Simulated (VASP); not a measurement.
Method: MS2 meta-GGA, VASP's PBE PAW potentials (set 64) (plane waves; VASP).

VASP input:

POSCAR:
```
SrVO3
3.8360980
  1.0000000845   0.0000000000   0.0000000000
  0.0000000000   1.0000000845   0.0000000000
  0.0000000000   0.0000000000   1.0000000845
Sr V O
1 1 3
direct
  0.0000000000   0.0000000000   0.0000000000
  0.5000000000   0.5000000000   0.5000000000
  0.5000000000   0.0000000000   0.5000000000
  0.0000000000   0.5000000000   0.5000000000
  0.5000000000   0.5000000000   0.0000000000
```

### INCAR
```
! general
SYSTEM  = SrVO3
PREC    = Accurate
ENCUT   = 520
LREAL   = .FALSE.
LASPH   = .TRUE.

! electronic loop
EDIFF   = 1E-7
NELM    = 100
ALGO    = Normal
LMAXMIX = 4
LMIXTAU = .TRUE.

! smearing
ISMEAR  = 1
SIGMA   = 0.1

! functional
METAGGA = MS2

! ions
ISIF    = 2

! output
LWAVE   = .FALSE.
LCHARG  = .FALSE.
```

### KPOINTS
```
Automatic mesh
0
Gamma
8 8 8
0 0 0
```

POTCAR, in this order: Sr_sv V_sv O (PBE.64 set). Program: vasp_std.

What VASP printed:

File OSZICAR:
```
       N       E                     dE             d eps       ncg     rms          rms(c)
DAV:   1     0.394039647651E+03    0.39404E+03   -0.22786E+04  1696   0.170E+03
DAV:   2    -0.737404985228E+02   -0.46778E+03   -0.46430E+03  2184   0.481E+02
DAV:   3    -0.103218963088E+03   -0.29478E+02   -0.27288E+02  2360   0.122E+02
DAV:   4    -0.104996490052E+03   -0.17775E+01   -0.14363E+01  2272   0.204E+01
DAV:   5    -0.105078288391E+03   -0.81798E-01   -0.81777E-01  2024   0.335E+00    0.556E+01
DAV:   6    -0.580743701013E+02    0.47004E+02   -0.43313E+02  2104   0.115E+02    0.321E+01
DAV:   7    -0.547978805563E+02    0.32765E+01   -0.16065E+02  2144   0.101E+02    0.244E+01
DAV:   8    -0.543499359101E+02    0.44794E+00   -0.56208E+00  2048   0.188E+01    0.235E+01
DAV:   9    -0.545796197092E+02   -0.22968E+00   -0.20426E-01  2304   0.347E+00    0.250E+01
DAV:  10    -0.520525086189E+02    0.25271E+01   -0.42129E+00  1936   0.150E+01    0.149E+01
DAV:  11    -0.510813758970E+02    0.97113E+00   -0.60312E+00  2120   0.208E+01    0.939E+00
DAV:  12    -0.511555389485E+02   -0.74163E-01   -0.24336E-01  2296   0.444E+00    0.917E+00
DAV:  13    -0.514779727421E+02   -0.32243E+00   -0.29522E-01  2368   0.344E+00    0.543E+00
DAV:  14    -0.513586730338E+02    0.11930E+00   -0.60387E-01  2192   0.602E+00    0.344E+00
DAV:  15    -0.513906315258E+02   -0.31958E-01   -0.52710E-02  1960   0.259E+00    0.321E+00
DAV:  16    -0.513796431412E+02    0.10988E-01   -0.47079E-02  1976   0.191E+00    0.203E+00
DAV:  17    -0.513828516693E+02   -0.32085E-02   -0.63292E-03  2080   0.766E-01    0.164E+00
DAV:  18    -0.513823367098E+02    0.51496E-03   -0.19080E-03  2528   0.338E-01    0.108E+00
DAV:  19    -0.513822798392E+02    0.56871E-04   -0.14968E-04  1848   0.121E-01    0.893E-01
DAV:  20    -0.513820189467E+02    0.26089E-03   -0.15358E-03  2224   0.284E-01    0.284E-01
DAV:  21    -0.513817495122E+02    0.26943E-03   -0.49895E-04  2040   0.184E-01    0.796E-02
DAV:  22    -0.513817372141E+02    0.12298E-04   -0.54697E-05  2264   0.664E-02    0.451E-02
DAV:  23    -0.513817128688E+02    0.24345E-04   -0.28369E-05  1792   0.381E-02    0.329E-02
DAV:  24    -0.513817094730E+02    0.33957E-05   -0.21531E-06  2560   0.127E-02    0.307E-02
DAV:  25    -0.513817112140E+02   -0.17410E-05   -0.18801E-06  2208   0.115E-02    0.102E-02
DAV:  26    -0.513817098748E+02    0.13392E-05   -0.38996E-07  1864   0.580E-03    0.101E-02
DAV:  27    -0.513817103744E+02   -0.49965E-06   -0.65027E-07  1928   0.679E-03    0.168E-03
DAV:  28    -0.513817100329E+02    0.34159E-06   -0.69806E-08   848   0.233E-03    0.183E-03
DAV:  29    -0.513817103597E+02   -0.32687E-06   -0.13356E-08   840   0.122E-03    0.547E-04
DAV:  30    -0.513817105138E+02   -0.15405E-06   -0.54068E-09   840   0.645E-04    0.456E-04
DAV:  31    -0.513817106774E+02   -0.16363E-06   -0.12090E-09   840   0.311E-04    0.218E-04
DAV:  32    -0.513817107363E+02   -0.58917E-07   -0.70101E-10   840   0.189E-04
   1 F= -.51381711E+02 E0= -.51381018E+02  d E =-.207856E-02
```

OUTCAR:
```
------------------------ aborting loop because EDIFF is reached ----------------------------------------
  FORCE on cell =-STRESS in cart. coord.  units (eV):
  Direction    XX          YY          ZZ          XY          YZ          ZX
  --------------------------------------------------------------------------------------
  Total       -0.0300158     -0.0300158     -0.0300158      0.0000000      0.0000000      0.0000000
  in kB       -0.8519049     -0.8519049     -0.8519049      0.0000000      0.0000000      0.0000000
  external PRESSURE =      -0.8519049 kB  Pullay stress =       0.0000000 kB
  volume of cell :       56.45
      direct lattice vectors                 reciprocal lattice vectors
     3.836098324  0.000000000  0.000000000     0.260681535  0.000000000  0.000000000
     0.000000000  3.836098324  0.000000000     0.000000000  0.260681535  0.000000000
     0.000000000  0.000000000  3.836098324     0.000000000  0.000000000  0.260681535
 POSITION                                       TOTAL-FORCE (eV/Angst)
 -----------------------------------------------------------------------------------
      0.00000      0.00000      0.00000         0.000000      0.000000      0.000000
      1.91805      1.91805      1.91805         0.000000      0.000000      0.000000
      1.91805      0.00000      1.91805         0.000000      0.000000      0.000000
      0.00000      1.91805      1.91805         0.000000      0.000000      0.000000
      1.91805      1.91805      0.00000         0.000000      0.000000      0.000000
 -----------------------------------------------------------------------------------
    total drift:                                0.000000      0.000000     -0.000000
  FREE ENERGIE OF THE ION-ELECTRON SYSTEM (eV)
  ---------------------------------------------------
  free  energy   TOTEN  =       -51.3817107363 eV

  energy  without entropy=      -51.3796321784  energy(sigma->0) =      -51.38101788
```
(Selected blocks of OUTCAR.)

**OUTCAR**
```
 val. band max:        6.4382623297   @ k =   0.2500   0.2500   0.0000

 cond. band min:       6.4991762498   @ k =   0.2500   0.0000   0.0000


 Fermi energy:         6.4933055990

 k-point     1 :       0.0000    0.0000    0.0000
  band No.  band energies     occupation
      1     -62.3820      2.00000
      2     -34.7753      2.00000
      3     -34.7753      2.00000
      4     -34.7753      2.00000
      5     -29.3662      2.00000
      6     -14.8826      2.00000
      7     -13.7478      2.00000
      8     -13.7478      2.00000
      9     -10.8435      2.00000
     10     -10.8435      2.00000
     11     -10.8435      2.00000
     12       0.8490      2.00000
     13       0.8490      2.00000
     14       0.8490      2.00000
     15       2.8421      2.00000
     16       2.8421      2.00000
     17       2.8421      2.00000
     18       3.6867      2.00000
     19       3.6867      2.00000
     20       3.6867      2.00000
     21       5.3941      2.00000
     22       5.3941      2.00000
     23       5.3941      2.00000
     24       7.7907     -0.00000

 k-point     2 :       0.1250    0.0000    0.0000
  band No.  band energies     occupation
      1     -62.3819      2.00000
      2     -34.7812      2.00000
      3     -34.7751      2.00000
      4     -34.7751      2.00000
      5     -29.3614      2.00000
      6     -14.8733      2.00000
      7     -13.7599      2.00000
      8     -13.7417      2.00000
      9     -10.8346      2.00000
     10     -10.8346      2.00000
     11     -10.7629      2.00000
     12       0.6370      2.00000
     13       0.8422      2.00000
     14       0.8422      2.00000
     15       2.6051      2.00000
     16       2.6051      2.00000
     17       2.6978      2.00000
     18       3.1973      2.00000
     19       3.5619      2.00000
     20       3.5619      2.00000
     21       5.4115      2.00000
     22       5.7793      2.00000
     23       5.7793      2.00000
     24       7.7937     -0.00000
...
```

The compound is SrVO3 in the cubic perovskite structure. It was relaxed first. The run is not spin-polarised, so no magnetic state was tried. The electron count is odd and the run is not spin-polarised, which forces a metal.
